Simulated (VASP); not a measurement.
Here is the system:

```
CoSi2
1.0
    0.00000     2.63766     2.63766
    2.63766     0.00000     2.63766
    2.63766     2.63766     0.00000
Co Si
1 2
Cartesian
  0.00000   0.00000   0.00000
  1.31883   1.31883   1.31883
  3.95649   3.95649   3.95649
```

Level of theory: LDA (Ceperley-Alder, Perdew-Zunger), VASP's LDA PAW potentials (set 64) (plane waves; VASP). Numerical set-up: 400 eV cut-off, Gaussian smearing of 0.050 eV, potentials Co Si.

Problem. Predict the band gap (along the path) with the smallest direct gap where there is one.

Solution. 
```json
{
 "band gap (along the path)": "none (metal, semimetal or under 0.01 eV)"
}
```

The compound is CoSi2 in the fluorite structure. It was relaxed first. The run is not spin-polarised, so no magnetic state was tried. The electron count is odd and the run is not spin-polarised, which forces a metal.
